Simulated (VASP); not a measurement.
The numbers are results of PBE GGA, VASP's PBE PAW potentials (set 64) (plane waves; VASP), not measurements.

The input files of a VASP run:

POSCAR:
```
Ni3Al
1
    3.5700000000     0.0000000000     0.0000000000
    0.0000000000     3.5700000000     0.0000000000
    0.0000000000     0.0000000000     3.5700000000
Al Ni
1 3
Direct
  0.0000000000   0.0000000000   0.0000000000
  0.0000000000   0.5000000000   0.5000000000
  0.5000000000   0.0000000000   0.5000000000
  0.5000000000   0.5000000000   0.0000000000
```

INCAR:
```
SYSTEM=Ni3Al
PREC=Accurate; ENCUT=300; LREAL=.False.
LASPH=.True.
EDIFF=1E-6; NELM=100; ALGO=Normal
LMAXMIX=4
ISMEAR=0; SIGMA=0.136
GGA=PE
MAGMOM=0.0 3*0.5
ISPIN=2
ISIF=2
LWAVE=.False.; LCHARG=.False.; LORBIT=11
```

**KPOINTS**
```
K-points
0
gamma
7 7 7
0 0 0
```

POTCAR, in this order: Al Ni (PBE.64 set). Program: vasp_std.

What VASP printed:

OUTCAR:
```
 ion  position               nearest neighbor table
   1  0.000  0.000  0.000-   2 2.52   3 2.52   4 2.52   2 2.52   3 2.52   2 2.52   4 2.52   2 2.52
                             3 2.52   4 2.52   3 2.52   4 2.52
   2  0.000  0.500  0.500-   1 2.52   3 2.52   4 2.52   1 2.52   4 2.52   1 2.52   3 2.52   1 2.52
                             3 2.52   4 2.52   4 2.52   3 2.52
   3  0.500  0.000  0.500-   1 2.52   2 2.52   4 2.52   1 2.52   4 2.52   2 2.52   4 2.52   4 2.52
                             1 2.52   2 2.52   1 2.52   2 2.52
   4  0.500  0.500  0.000-   1 2.52   2 2.52   3 2.52   2 2.52   3 2.52   1 2.52   3 2.52   3 2.52
                             1 2.52   2 2.52   2 2.52   1 2.52
  LATTYP: Found a simple cubic cell.
 ALAT       =     3.5700000000
 Subroutine PRICEL returns:
 Original cell was already a primitive cell.
 Subroutine GETGRP returns: Found 48 space group operations
The static configuration has the point symmetry O_h .
The dynamic configuration has the point symmetry O_h .
The overall configuration has the point symmetry O_h .
 Subroutine INISYM returns: Found 48 space group operations
 Subroutine IBZKPT returns following result:
 Found     20 irreducible k-points:

 Following reciprocal coordinates:
            Coordinates               Weight
  0.000000  0.000000  0.000000      1.000000
  0.142857  0.000000  0.000000      6.000000
  0.285714  0.000000  0.000000      6.000000
  0.428571  0.000000  0.000000      6.000000
  0.142857  0.142857  0.000000     12.000000
  0.285714  0.142857  0.000000     24.000000
  0.428571  0.142857  0.000000     24.000000
  0.285714  0.285714  0.000000     12.000000
  0.428571  0.285714  0.000000     24.000000
  0.428571  0.428571  0.000000     12.000000
  0.142857  0.142857  0.142857      8.000000
  0.285714  0.142857  0.142857     24.000000
  0.428571  0.142857  0.142857     24.000000
  0.285714  0.285714  0.142857     24.000000
  0.428571  0.285714  0.142857     48.000000
  0.428571  0.428571  0.142857     24.000000
  0.285714  0.285714  0.285714      8.000000
...
```

**OSZICAR**
```
       N       E                     dE             d eps       ncg     rms          rms(c)
DAV:   1     0.141799830377E+03    0.14180E+03   -0.10122E+04  1712   0.129E+03
DAV:   2    -0.199170986904E+02   -0.16172E+03   -0.15422E+03  1680   0.292E+02
DAV:   3    -0.259506995990E+02   -0.60336E+01   -0.57870E+01  1861   0.766E+01
DAV:   4    -0.260452057366E+02   -0.94506E-01   -0.94271E-01  1979   0.834E+00
DAV:   5    -0.260481433870E+02   -0.29377E-02   -0.29373E-02  1936   0.144E+00    0.193E+01
DAV:   6    -0.270703848931E+02   -0.10222E+01   -0.65283E+01  1869   0.126E+02    0.211E+01
DAV:   7    -0.219763786138E+02    0.50940E+01   -0.18764E+01  1886   0.676E+01    0.249E+00
DAV:   8    -0.219572395147E+02    0.19139E-01   -0.39574E-01  1790   0.465E+00    0.148E+00
DAV:   9    -0.219353948360E+02    0.21845E-01   -0.40528E-02  2107   0.276E+00    0.643E-01
DAV:  10    -0.219358653787E+02   -0.47054E-03   -0.23861E-03  2022   0.572E-01    0.348E-01
DAV:  11    -0.219368534848E+02   -0.98811E-03   -0.45317E-03  2015   0.107E+00    0.103E-01
DAV:  12    -0.219371283344E+02   -0.27485E-03   -0.46409E-04  1878   0.300E-01    0.344E-02
DAV:  13    -0.219371320442E+02   -0.37098E-05   -0.15505E-05  2066   0.450E-02    0.176E-02
DAV:  14    -0.219371311165E+02    0.92767E-06   -0.17076E-06  1213   0.239E-02
   1 F= -.21937131E+02 E0= -.21921196E+02  d E =-.318707E-01  mag=     0.7279
```

File OUTCAR:
```
------------------------ aborting loop because EDIFF is reached ----------------------------------------
  FORCE on cell =-STRESS in cart. coord.  units (eV):
  Direction    XX          YY          ZZ          XY          YZ          ZX
  --------------------------------------------------------------------------------------
  Total       -0.1665048     -0.1665048     -0.1665048      0.0000000      0.0000000      0.0000000
  in kB       -5.8631737     -5.8631737     -5.8631737      0.0000000      0.0000000      0.0000000
  external PRESSURE =      -5.8631737 kB  Pullay stress =       0.0000000 kB
  volume of cell :       45.50
      direct lattice vectors                 reciprocal lattice vectors
     3.570000000  0.000000000  0.000000000     0.280112045  0.000000000  0.000000000
     0.000000000  3.570000000  0.000000000     0.000000000  0.280112045  0.000000000
     0.000000000  0.000000000  3.570000000     0.000000000  0.000000000  0.280112045
 POSITION                                       TOTAL-FORCE (eV/Angst)
 -----------------------------------------------------------------------------------
      0.00000      0.00000      0.00000         0.000000      0.000000      0.000000
      0.00000      1.78500      1.78500         0.000000      0.000000      0.000000
      1.78500      0.00000      1.78500         0.000000      0.000000      0.000000
      1.78500      1.78500      0.00000         0.000000      0.000000      0.000000
 -----------------------------------------------------------------------------------
    total drift:                               -0.000000     -0.000000      0.000000
  FREE ENERGIE OF THE ION-ELECTRON SYSTEM (eV)
  ---------------------------------------------------
  free  energy   TOTEN  =       -21.9371311165 eV

  energy  without entropy=      -21.9052604091  energy(sigma->0) =      -21.92119576

 total charge

# of ion       s       p       d       tot
------------------------------------------
    1        0.408   0.394   0.000   0.802
    2        0.490   0.511   8.362   9.363
    3        0.490   0.511   8.362   9.363
    4        0.490   0.511   8.362   9.363
--------------------------------------------------
tot          1.877   1.927  25.085  28.889

 magnetization (x)

# of ion       s       p       d       tot
------------------------------------------
    1       -0.000  -0.008   0.000  -0.008
    2       -0.003  -0.009   0.271   0.259
    3       -0.003  -0.009   0.271   0.259
    4       -0.003  -0.009   0.271   0.259
--------------------------------------------------
tot         -0.009  -0.035   0.814   0.770
```
(Selected blocks of OUTCAR.)

File OUTCAR:
```
 val. band max:        9.3866187388   @ k =   0.4286   0.4286   0.2857

 cond. band min:       9.4077500688   @ k =   0.1429   0.0000   0.0000


 Fermi energy:         9.3943577094

 spin component 1

 k-point     1 :       0.0000    0.0000    0.0000
  band No.  band energies     occupation
      1      -0.5052      1.00000
      2       5.1455      1.00000
      3       5.8008      1.00000
      4       5.8008      1.00000
      5       6.1447      1.00000
      6       6.1447      1.00000
      7       6.1447      1.00000
      8       8.0305      1.00000
      9       8.0305      1.00000
     10       8.0305      1.00000
     11       8.8369      1.00000
     12       8.8369      1.00000
     13       9.1259      0.99738
     14       9.3023      0.83068
     15       9.3023      0.83068
     16       9.3023      0.83067
     17      10.2633      0.00000
     18      10.2633      0.00000
     19      10.2633      0.00000
     20      15.9042      0.00000
     21      15.9042      0.00000

 k-point     2 :       0.1429    0.0000    0.0000
  band No.  band energies     occupation
      1      -0.2583      1.00000
      2       5.1981      1.00000
      3       5.6560      1.00000
      4       5.9529      1.00000
      5       6.1841      1.00000
      6       6.1841      1.00000
      7       6.2003      1.00000
      8       7.8986      1.00000
      9       7.8986      1.00000
     10       7.9701      1.00000
     11       8.6853      1.00000
     12       8.8385      1.00000
     13       8.8822      1.00000
     14       8.8822      1.00000
     15       9.0387      0.99989
     16       9.3025      0.83022
     17       9.4078      0.44462
     18      11.0010      0.00000
     19      11.0010      0.00000
     20      15.8911      0.00000
     21      16.3238      0.00000

 k-point     3 :       0.2857    0.0000    0.0000
  band No.  band energies     occupation
      1       0.4647      1.00000
...
```

At this cut-off the stress carries a Pulay error, which pulls relaxed volumes low.

The structure is a typed Ni3Al crystal (Pm-3m). The cell was not relaxed at this level.
